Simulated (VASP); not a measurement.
Output of a VASP run:

**OUTCAR**
```
 ion  position               nearest neighbor table
   1  0.500  0.000  0.500-   3 2.46   3 2.46   3 2.46   3 2.46   2 2.85   2 2.85   2 2.85   2 2.85
  LATTYP: Found a simple tetragonal cell.
 ALAT       =     4.0351207899
 C/A-ratio  =     0.6993467479
 Subroutine PRICEL returns:
 Original cell was already a primitive cell.
 Subroutine GETGRP returns: Found 16 space group operations
The static configuration has the point symmetry D_4h.
The dynamic configuration has the point symmetry D_4h.
 Subroutine INISYM returns: Found 16 space group operations
 Subroutine IBZKPT returns following result:
 Found     60 irreducible k-points:

 Following reciprocal coordinates:
            Coordinates               Weight
  0.000000  0.000000  0.000000      1.000000
  0.142857  0.000000  0.000000      4.000000
  0.285714  0.000000  0.000000      4.000000
  0.428571  0.000000  0.000000      4.000000
  0.142857  0.142857  0.000000      4.000000
  0.285714  0.142857  0.000000      8.000000
  0.428571  0.142857  0.000000      8.000000
  0.285714  0.285714  0.000000      4.000000
  0.428571  0.285714  0.000000      8.000000
  0.428571  0.428571  0.000000      4.000000
  0.000000  0.000000  0.100000      2.000000
  0.142857  0.000000  0.100000      8.000000
  0.285714  0.000000  0.100000      8.000000
  0.428571  0.000000  0.100000      8.000000
  0.142857  0.142857  0.100000      8.000000
  0.285714  0.142857  0.100000     16.000000
  0.428571  0.142857  0.100000     16.000000
  0.285714  0.285714  0.100000      8.000000
  0.428571  0.285714  0.100000     16.000000
  0.428571  0.428571  0.100000      8.000000
  0.000000  0.000000  0.200000      2.000000
  0.142857  0.000000  0.200000      8.000000
  0.285714  0.000000  0.200000      8.000000
  0.428571  0.000000  0.200000      8.000000
  0.142857  0.142857  0.200000      8.000000
  0.285714  0.142857  0.200000     16.000000
  0.428571  0.142857  0.200000     16.000000
  0.285714  0.285714  0.200000      8.000000
  0.428571  0.285714  0.200000     16.000000
  0.428571  0.428571  0.200000      8.000000
  0.000000  0.000000  0.300000      2.000000
  0.142857  0.000000  0.300000      8.000000
  0.285714  0.000000  0.300000      8.000000
  0.428571  0.000000  0.300000      8.000000
  0.142857  0.142857  0.300000      8.000000
  0.285714  0.142857  0.300000     16.000000
  0.428571  0.142857  0.300000     16.000000
  0.285714  0.285714  0.300000      8.000000
  0.428571  0.285714  0.300000     16.000000
  0.428571  0.428571  0.300000      8.000000
   k-points           NKPTS =     60   k-points in BZ     NKDIM =     60   number of bands    NBANDS=     12
   number of dos      NEDOS =    301   number of ions     NIONS =      3
   total plane-waves  NPLWV =  14112
   dimension x,y,z NGX =    28 NGY =   28 NGZ =   18
   dimension x,y,z NGXF=    56 NGYF=   56 NGZF=   36
   ions per type =               2   1
   PREC   = accura    normal or accurate (medium, high low for compatibility)
   ISTART =      0    job   : 0-new  1-cont  2-samecut
   ICHARG =      2    charge: 1-file 2-atom 10-const
   ISPIN  =      1    spin polarized calculation?
   LNONCOLLINEAR =      F non collinear calculations
   LSORBIT =      F    spin-orbit coupling
   INIWAV =      1    electr: 0-lowe 1-rand  2-diag
   ENCUT  =  400.0 eV  29.40 Ry    5.42 a.u.   6.58  6.58  4.60*2*pi/ulx,y,z
   NELM   =    100;   NELMIN=  2; NELMDL= -5     # of ELM steps
   EDIFF  = 0.1E-05   stopping-criterion for ELM
   LREAL  =      F    real-space projection
   NLSPLINE    = F    spline interpolate recip. space projectors
   LMAXMIX     =    4 max onsite mixed and CHGCAR
   VOSKOWN=      0    Vosko Wilk Nusair interpolation
   EDIFFG = -.2E-01   stopping-criterion for IOM
   NSW    =     60    number of steps for IOM
   NBLOCK =      1;   KBLOCK =     60    inner block; outer block
   IBRION =      2    ionic relax: 0-MD 1-quasi-New 2-CG
...
```

### OSZICAR
```
       N       E                     dE             d eps       ncg     rms          rms(c)
DAV:   1     0.629291141327E+02    0.62929E+02   -0.60677E+03  1440   0.122E+03
DAV:   2    -0.126662341989E+02   -0.75595E+02   -0.70169E+02  1448   0.233E+02
DAV:   3    -0.153645559907E+02   -0.26983E+01   -0.26206E+01  1896   0.587E+01
DAV:   4    -0.154245562174E+02   -0.60000E-01   -0.59924E-01  1780   0.696E+00
DAV:   5    -0.154269973660E+02   -0.24411E-02   -0.24409E-02  2092   0.160E+00    0.137E+01
DAV:   6    -0.166830925630E+02   -0.12561E+01   -0.49371E+01  1708   0.267E+02    0.107E+01
DAV:   7    -0.133209055462E+02    0.33622E+01   -0.12057E+01  1716   0.111E+02    0.176E+00
DAV:   8    -0.133061468622E+02    0.14759E-01   -0.18485E+00  2152   0.426E+01    0.243E+00
DAV:   9    -0.132155037354E+02    0.90643E-01   -0.40930E-01  1892   0.238E+01    0.198E-01
DAV:  10    -0.132181031642E+02   -0.25994E-02   -0.17194E-02  2244   0.390E+00    0.306E-01
DAV:  11    -0.132163601413E+02    0.17430E-02   -0.14186E-02  1908   0.458E+00    0.113E-01
DAV:  12    -0.132161443508E+02    0.21579E-03   -0.94392E-04  2148   0.101E+00    0.344E-02
DAV:  13    -0.132161254101E+02    0.18941E-04   -0.56214E-05  2296   0.220E-01    0.128E-02
DAV:  14    -0.132161226462E+02    0.27640E-05   -0.17176E-05  2060   0.146E-01    0.265E-03
DAV:  15    -0.132161226663E+02   -0.20089E-07   -0.70522E-07   928   0.975E-03
   1 F= -.13216123E+02 E0= -.13215920E+02  d E =-.132161E+02
       N       E                     dE             d eps       ncg     rms          rms(c)
DAV:   1    -0.132243767900E+02   -0.82541E-02   -0.12098E-01  1740   0.107E+01    0.731E-01
DAV:   2    -0.132234575098E+02    0.91928E-03   -0.10159E-01  1776   0.125E+01    0.521E-01
DAV:   3    -0.132168779580E+02    0.65796E-02   -0.31213E-02  1760   0.705E+00    0.146E-01
DAV:   4    -0.132165587690E+02    0.31919E-03   -0.90418E-04  1972   0.589E-01    0.274E-02
DAV:   5    -0.132165435174E+02    0.15252E-04   -0.63309E-05  2156   0.231E-01    0.103E-02
DAV:   6    -0.132165411988E+02    0.23186E-05   -0.49075E-06  1820   0.329E-02    0.262E-03
DAV:   7    -0.132165412173E+02   -0.18519E-07   -0.22339E-07   840   0.659E-03
   2 F= -.13216541E+02 E0= -.13216348E+02  d E =-.418551E-03
```

OUTCAR:
```
------------------------ aborting loop because EDIFF is reached ----------------------------------------
  FORCE on cell =-STRESS in cart. coord.  units (eV):
  Direction    XX          YY          ZZ          XY          YZ          ZX
  --------------------------------------------------------------------------------------
  Total       -0.0506552     -0.0506552     -0.0279051      0.0000000      0.0000000      0.0000000
  in kB       -1.7573274     -1.7573274     -0.9680826      0.0000000      0.0000000      0.0000000
  external PRESSURE =      -1.4942458 kB  Pullay stress =       0.0000000 kB
  volume of cell :       46.18
      direct lattice vectors                 reciprocal lattice vectors
     4.037738666  0.000000000  0.000000000     0.247663379  0.000000000  0.000000000
     0.000000000  4.037738666  0.000000000     0.000000000  0.247663379  0.000000000
     0.000000000  0.000000000  2.832730017     0.000000000 -0.000000000  0.353016346
 POSITION                                       TOTAL-FORCE (eV/Angst)
 -----------------------------------------------------------------------------------
      2.01887      0.00000      1.41637         0.000000      0.000000      0.000000
      0.00000      2.01887      1.41637         0.000000      0.000000      0.000000
      0.00000      0.00000      0.00000         0.000000      0.000000      0.000000
 -----------------------------------------------------------------------------------
    total drift:                               -0.000000     -0.000000     -0.000000
  FREE ENERGIE OF THE ION-ELECTRON SYSTEM (eV)
  ---------------------------------------------------
  free  energy   TOTEN  =       -13.2165412173 eV

  energy  without entropy=      -13.2159607531  energy(sigma->0) =      -13.21634773

 reached required accuracy - stopping structural energy minimisation
```
(Selected blocks of OUTCAR.)

### POSCAR
```
Al2Cu
1
    4.0351207899     0.0000000000     0.0000000000
    0.0000000000     4.0351207899    -0.0000000000
    0.0000000000    -0.0000000000     2.8219486018
Al Cu
2 1
Direct
  0.5000000000   0.0000000000   0.5000000000
  0.0000000000   0.5000000000   0.5000000000
  0.0000000000   0.0000000000   0.0000000000
```

Q: Write an INCAR and KPOINTS that could have produced this output.

A: Several could match; the one computed here: the input of the run itself, LDA (Ceperley-Alder, Perdew-Zunger), plane waves, VASP's LDA PAW potentials (set 64).

File KPOINTS:
```
Automatic mesh
0
Gamma
7 7 10
0 0 0
```

INCAR:
```
# general
SYSTEM   =  Al2Cu
PREC     =  Accurate
ENCUT    =  400   # plane-wave cut-off (eV)
LREAL    =  .False.
LASPH    =  .True.

# electronic loop
EDIFF    =  1E-6   # SCF stop (eV)
NELM     =  100   # most electronic steps
ALGO     =  Normal   # blocked Davidson
LMAXMIX  =  4   # l cut-off of mixed one-centre charges

# smearing
ISMEAR   =  1   # Methfessel-Paxton
SIGMA    =  0.1

# ions
IBRION   =  2   # conjugate gradients
NSW      =  60   # most ionic steps
ISIF     =  3   # ions, shape and volume
EDIFFG   =  -0.02   # ionic stop

# output
LWAVE    =  .False.
LCHARG   =  .False.
```

POTCAR, in this order: Al Cu (LDA.64 set). Program: vasp_std.

The structure comes from a computed database's Al2Cu entry (P4/mmm); how it stands against other phases isn't given here. This run relaxes it. Symmetry was kept, so distortions that lower it aren't found. The start is the result of an earlier pass. The electron count is odd and the run is not spin-polarised, which forces a metal.
